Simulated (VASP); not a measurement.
Consider the following.

```
CELL_PARAMETERS angstrom
      5.80685     0.00000     0.00000
     -2.90342     5.02888     0.00000
      0.00000     0.00000     4.28978
ATOMIC_POSITIONS crystal
  Sc 0.33333 0.66667 0.75000
  Sc 0.66667 0.33333 0.25000
  Zn 0.84266 0.68533 0.75000
  Zn 0.15734 0.31467 0.25000
  Zn 0.15734 0.84266 0.25000
  Zn 0.84266 0.15734 0.75000
  Zn 0.31467 0.15734 0.75000
  Zn 0.68533 0.84266 0.25000
```

All values below come from LDA (Ceperley-Alder, Perdew-Zunger), VASP's LDA PAW potentials (set 64) (plane waves; VASP). Run with 300 eV cut-off, 5×5×5 Γ-centred mesh, Fermi-Dirac smearing of 0.050 eV, potentials Sc_sv Zn.

At this cut-off the stress carries a Pulay error, which pulls relaxed volumes low. Energy and stress use the plane-wave basis of the starting cell.

### Question
The ions, cell shape and volume are relaxed. Predict the relaxed structure.

### Answer

```
CELL_PARAMETERS angstrom
      5.73819     0.00000     0.00000
     -2.86909     4.96942     0.00000
      0.00000     0.00000     4.23972
ATOMIC_POSITIONS crystal
  Sc 0.33333 0.66667 0.75000
  Sc 0.66667 0.33333 0.25000
  Zn 0.84235 0.68470 0.75000
  Zn 0.15765 0.31530 0.25000
  Zn 0.15765 0.84235 0.25000
  Zn 0.84235 0.15765 0.75000
  Zn 0.31530 0.15765 0.75000
  Zn 0.68470 0.84235 0.25000
```
Space group P6_3/mmc (194), at a tolerance of 0.03 Å.

### Question
How do energy and volume change from the first to the last step?

### Answer
The energy (σ→0) changes by -5.7 meV/atom and the volume by -3.5 %, in 7 ionic steps.

| step | E(σ→0) (eV) | max force (eV/Å) | pressure (GPa) | volume (Å³) |
|---|---|---|---|---|
| 1 | -27.3889 | 0.001 | -3.34 | 125.27 |
| 2 | -27.4275 | 0.024 | 1.42 | 119.45 |
| 3 | -27.4342 | 0.016 | 0.01 | 121.06 |
| 4 | -27.4342 | 0.016 | -0.08 | 121.15 |
| 5 | -27.4343 | 0.012 | -0.13 | 121.13 |
| 6 | -27.4344 | 0.002 | -0.10 | 121.10 |
| 7 | -27.4344 | 0.001 | 0.08 | 120.90 |

The structure comes from a computed database's ScZn3 entry (P6_3/mmc); how it stands against other phases isn't given here. This run relaxes it. Symmetry was kept, so distortions that lower it aren't found. The run is one of a series of settings (EDIFFG = -0.01, IBRION = 2, ISIF = 3, NSW = 50 against the base run), some of them coarse on purpose.
